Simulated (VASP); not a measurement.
OSZICAR of a VASP run on MgI2 (1T layered):

File OSZICAR:
```
       N       E                     dE             d eps       ncg     rms          rms(c)
DAV:   1     0.731406948576E+02    0.73141E+02   -0.52316E+03   408   0.858E+02
DAV:   2    -0.377120360583E+01   -0.76912E+02   -0.71712E+02   648   0.140E+02
DAV:   3    -0.915701379758E+01   -0.53858E+01   -0.53617E+01   512   0.454E+01
DAV:   4    -0.924828312833E+01   -0.91269E-01   -0.91258E-01   536   0.755E+00
DAV:   5    -0.925002936009E+01   -0.17462E-02   -0.17462E-02   512   0.105E+00    0.443E+00
DAV:   6    -0.912774322256E+01    0.12229E+00   -0.12710E-01   448   0.191E+00    0.292E+00
DAV:   7    -0.909574655479E+01    0.31997E-01   -0.11922E-01   472   0.185E+00    0.528E-01
DAV:   8    -0.909294441032E+01    0.28021E-02   -0.10306E-02   452   0.603E-01    0.206E-01
DAV:   9    -0.909289966860E+01    0.44742E-04   -0.56932E-04   508   0.159E-01    0.873E-02
DAV:  10    -0.909289279750E+01    0.68711E-05   -0.28040E-05   480   0.406E-02    0.393E-02
DAV:  11    -0.909289175611E+01    0.10414E-05   -0.34832E-06   480   0.135E-02    0.251E-02
DAV:  12    -0.909289159602E+01    0.16008E-06   -0.47063E-07   296   0.474E-03
   1 F= -.90928916E+01 E0= -.90928916E+01  d E =-.909289E+01
       N       E                     dE             d eps       ncg     rms          rms(c)
DAV:   1    -0.909369936984E+01   -0.80761E-03   -0.19057E-02   416   0.744E-01    0.960E-02
DAV:   2    -0.909336998985E+01    0.32938E-03   -0.61820E-04   492   0.175E-01    0.501E-02
DAV:   3    -0.909323245132E+01    0.13754E-03   -0.38770E-04   468   0.106E-01    0.294E-02
DAV:   4    -0.909323134244E+01    0.11089E-05   -0.10978E-05   464   0.247E-02    0.260E-02
DAV:   5    -0.909322893932E+01    0.24031E-05   -0.50860E-06   500   0.140E-02    0.404E-03
DAV:   6    -0.909322897504E+01   -0.35728E-07   -0.36989E-07   240   0.414E-03
   2 F= -.90932290E+01 E0= -.90932290E+01  d E =-.337379E-03
       N       E                     dE             d eps       ncg     rms          rms(c)
DAV:   1    -0.909694241343E+01   -0.37135E-02   -0.13620E-01   416   0.199E+00    0.252E-01
DAV:   2    -0.909461008926E+01    0.23323E-02   -0.44169E-03   492   0.467E-01    0.129E-01
DAV:   3    -0.909364054346E+01    0.96955E-03   -0.27036E-03   464   0.282E-01    0.790E-02
DAV:   4    -0.909363245698E+01    0.80865E-05   -0.77357E-05   468   0.654E-02    0.700E-02
DAV:   5    -0.909361560153E+01    0.16855E-04   -0.36101E-05   496   0.373E-02    0.111E-02
DAV:   6    -0.909361590993E+01   -0.30840E-06   -0.28651E-06   452   0.109E-02
   3 F= -.90936159E+01 E0= -.90936159E+01  d E =-.724314E-03
       N       E                     dE             d eps       ncg     rms          rms(c)
DAV:   1    -0.909390072055E+01   -0.28512E-03   -0.10862E-02   416   0.597E-01    0.442E-02
DAV:   2    -0.909387751939E+01    0.23201E-04   -0.40092E-04   464   0.142E-01    0.240E-02
DAV:   3    -0.909385380749E+01    0.23712E-04   -0.22682E-05   488   0.332E-02    0.130E-02
DAV:   4    -0.909384645830E+01    0.73492E-05   -0.19193E-05   492   0.265E-02    0.287E-03
DAV:   5    -0.909384655908E+01   -0.10078E-06   -0.18015E-06   316   0.860E-03
   4 F= -.90938466E+01 E0= -.90938466E+01  d E =-.230649E-03
       N       E                     dE             d eps       ncg     rms          rms(c)
DAV:   1    -0.909476358597E+01   -0.91713E-03   -0.97644E-02   416   0.179E+00    0.142E-01
DAV:   2    -0.909453777147E+01    0.22581E-03   -0.36256E-03   464   0.427E-01    0.710E-02
DAV:   3    -0.909431807650E+01    0.21969E-03   -0.21565E-04   488   0.102E-01    0.375E-02
DAV:   4    -0.909425347567E+01    0.64601E-04   -0.16857E-04   492   0.784E-02    0.803E-03
DAV:   5    -0.909425422463E+01   -0.74895E-06   -0.16222E-05   452   0.253E-02    0.103E-02
DAV:   6    -0.909425413864E+01    0.85988E-07   -0.45103E-07   268   0.529E-03
   5 F= -.90942541E+01 E0= -.90942541E+01  d E =-.638229E-03
       N       E                     dE             d eps       ncg     rms          rms(c)
DAV:   1    -0.909440682240E+01   -0.15260E-03   -0.20654E-02   416   0.823E-01    0.643E-02
DAV:   2    -0.909435908151E+01    0.47741E-04   -0.76446E-04   464   0.196E-01    0.328E-02
DAV:   3    -0.909431226495E+01    0.46817E-04   -0.45761E-05   488   0.468E-02    0.173E-02
DAV:   4    -0.909429864053E+01    0.13624E-04   -0.35772E-05   492   0.361E-02    0.371E-03
DAV:   5    -0.909429880909E+01   -0.16856E-06   -0.34048E-06   404   0.116E-02
   6 F= -.90942988E+01 E0= -.90942988E+01  d E =-.682899E-03
       N       E                     dE             d eps       ncg     rms          rms(c)
DAV:   1    -0.909464390338E+01   -0.34526E-03   -0.14527E-02   416   0.687E-01    0.658E-02
DAV:   2    -0.909451991874E+01    0.12398E-03   -0.63941E-04   472   0.170E-01    0.354E-02
DAV:   3    -0.909447516189E+01    0.44757E-04   -0.10989E-04   448   0.561E-02    0.184E-02
DAV:   4    -0.909447310391E+01    0.20580E-05   -0.34277E-06   468   0.130E-02    0.184E-02
DAV:   5    -0.909447196175E+01    0.11422E-05   -0.21546E-06   352   0.896E-03    0.187E-03
DAV:   6    -0.909447197433E+01   -0.12581E-07   -0.18347E-07   216   0.336E-03
   7 F= -.90944720E+01 E0= -.90944720E+01  d E =-.173165E-03
       N       E                     dE             d eps       ncg     rms          rms(c)
DAV:   1    -0.909627853986E+01   -0.18066E-02   -0.13135E-01   416   0.207E+00    0.199E-01
DAV:   2    -0.909516307168E+01    0.11155E-02   -0.57623E-03   472   0.510E-01    0.103E-01
DAV:   3    -0.909476295667E+01    0.40012E-03   -0.99071E-04   448   0.169E-01    0.566E-02
DAV:   4    -0.909474562683E+01    0.17330E-04   -0.30502E-05   576   0.389E-02    0.561E-02
DAV:   5    -0.909473547709E+01    0.10150E-04   -0.21628E-05   472   0.266E-02    0.687E-03
DAV:   6    -0.909473547024E+01    0.68493E-08   -0.93060E-07   300   0.770E-03
   8 F= -.90947355E+01 E0= -.90947355E+01  d E =-.436661E-03
```

Problem. Which electronic solver shows in the log?

Solution. It is blocked Davidson (ALGO = Normal, or the opening steps of other solvers). The INCAR had ALGO = Normal.

Problem. Can the final energy be trusted as converged?

Solution. Self-consistency was reached. It stopped with EDIFF = 1E-6, NELM = 100, NSW = 60 and EDIFFG = -0.02 after 8 ionic steps (LDA (Ceperley-Alder, Perdew-Zunger), plane waves, VASP's LDA PAW potentials (set 64)).

The compound is MgI2 in the 1T layered structure. This run relaxes it. Symmetry was kept, so distortions that lower it aren't found. The start is the result of an earlier pass.
